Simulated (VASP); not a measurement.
Wanted: the native input for a VASP 6.6.1 run.

```
Task                   : single point
Functional             : PBEsol
Potentials or basis    : VASP PAW PBE potentials, release 64 (Cd, Ag)
Cutoff                 : 520 eV
k mesh                 : 7 × 7 × 1
Occupations            : fermi-dirac, width 0.05 eV
Spin                   : no spin polarisation
Hubbard terms          : Ag d U = 3 eV
Dipole correction      : yes
Further INCAR settings : ALGO = Fast; EDIFF = 1e-06; NBANDS = 18
```

The structure of CdAg lies in POSCAR:

```
CdAg
1.0
    3.9055300000      0.0000000000      0.0000000000
    0.0000000000      3.9055300000      0.0000000000
    0.0000000000      0.0000000000     23.8000000000
Cd Ag
1 1
Direct
    0.0000000000      0.0000000000      0.2941200000
    0.5000000000      0.5000000000      0.2941200000
```

The cell was built by a generator and needn't be a form met in nature.

These files were run (other wordings do the same):

INCAR

```
  PREC = Accurate
  ENCUT = 520
  EDIFF = 1E-6
  ISMEAR = -1
  SIGMA = 0.05
  LREAL = F
  LASPH = T
  NELM = 100
  ALGO = Fast
  ISIF = 2
  LWAVE = F
  LCHARG = F
  LMAXMIX = 4
  LDAU = T
  LDAUTYPE = 2
  LDAUL = -1 2
  LDAUU = 0 3
  LDAUJ = 0 0
  LDAUPRINT = 1
  LDIPOL = T
  IDIPOL = 3
  DIPOL = 0.5 0.5 0.294
  GGA = PS
  NBANDS = 18
```

KPOINTS

```
regular mesh
0
Gamma
  7 7 1
```

Potentials or basis: VASP PAW PBE potentials, release 64 (Cd, Ag).

Run with:

```console
$ cat potpaw_PBE.64/Cd/POTCAR potpaw_PBE.64/Ag/POTCAR > POTCAR
$ mpirun -np 1 vasp_std > vasp.out
```

Results of the run:

```json
{
 "Band gap on the k mesh": "none (metal or under the smearing width)"
}
```

Caveat: U without spin polarisation on a metal has little footing; the U is typed as a test and isn't derived for this compound.

Wall time 61 s on 1 thread of AMD EPYC 9R45 96-Core Processor (Zen 5) (shared host), peak memory 0.4 GiB.
